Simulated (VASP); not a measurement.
OSZICAR of a VASP run on CdS (zinc blende):

**OSZICAR**
```
       N       E                     dE             d eps       ncg     rms          rms(c)
DAV:   1     0.957390709579E+02    0.95739E+02   -0.87413E+03   770   0.122E+03
DAV:   2    -0.181561337186E+02   -0.11390E+03   -0.10819E+03   804   0.288E+02
DAV:   3    -0.234361485342E+02   -0.52800E+01   -0.52570E+01   939   0.660E+01
DAV:   4    -0.234696623910E+02   -0.33514E-01   -0.33507E-01   824   0.546E+00
DAV:   5    -0.234700222398E+02   -0.35985E-03   -0.35984E-03   914   0.537E-01    0.149E+01
DAV:   6    -0.687789590893E+01    0.16592E+02   -0.30061E+01   754   0.990E+01    0.106E+01
DAV:   7    -0.803220123483E+01   -0.11543E+01   -0.14163E+00   784   0.156E+01    0.590E+00
DAV:   8    -0.743651677905E+01    0.59568E+00   -0.12204E+00   754   0.167E+01    0.174E+00
DAV:   9    -0.799433926526E+01   -0.55782E+00   -0.70927E-01   754   0.948E+00    0.869E-01
DAV:  10    -0.781885080707E+01    0.17549E+00   -0.24376E-01   754   0.594E+00    0.653E-01
DAV:  11    -0.781512980696E+01    0.37210E-02   -0.21011E-02   779   0.203E+00    0.315E-01
DAV:  12    -0.782605561039E+01   -0.10926E-01   -0.41687E-03   754   0.906E-01    0.642E-02
DAV:  13    -0.782662523496E+01   -0.56962E-03   -0.60645E-04   794   0.303E-01    0.804E-02
DAV:  14    -0.782669367327E+01   -0.68438E-04   -0.42298E-04   754   0.291E-01    0.147E-02
DAV:  15    -0.782673728362E+01   -0.43610E-04   -0.42661E-05   764   0.863E-02    0.174E-02
DAV:  16    -0.782672943967E+01    0.78439E-05   -0.35472E-06   899   0.194E-02    0.847E-03
DAV:  17    -0.782673506656E+01   -0.56269E-05   -0.85160E-06   799   0.362E-02    0.584E-03
DAV:  18    -0.782673700627E+01   -0.19397E-05   -0.14100E-06   759   0.152E-02    0.189E-03
DAV:  19    -0.782673783451E+01   -0.82824E-06   -0.34070E-07   754   0.847E-03    0.302E-04
DAV:  20    -0.782673747504E+01    0.35946E-06   -0.53593E-08   507   0.364E-03    0.127E-04
DAV:  21    -0.782673774738E+01   -0.27234E-06   -0.11340E-08   377   0.169E-03    0.149E-04
DAV:  22    -0.782673771011E+01    0.37265E-07   -0.29588E-09   377   0.679E-04
   1 F= -.78267377E+01 E0= -.78267377E+01  d E =-.147835E-10
```

**Question.** Which electronic solver shows in the log?

**Answer.** It is blocked Davidson (ALGO = Normal, or the opening steps of other solvers). The INCAR had ALGO = Normal.

**Question.** Can the final energy be trusted as converged?

**Answer.** The calculation finished and met its thresholds. It stopped with EDIFF = 1E-7, NELM = 100 (MS2 meta-GGA, plane waves, VASP's PBE PAW potentials (set 64)).

The compound is CdS in the zinc blende structure, a metastable form; wurtzite is the usual one. It was relaxed first.
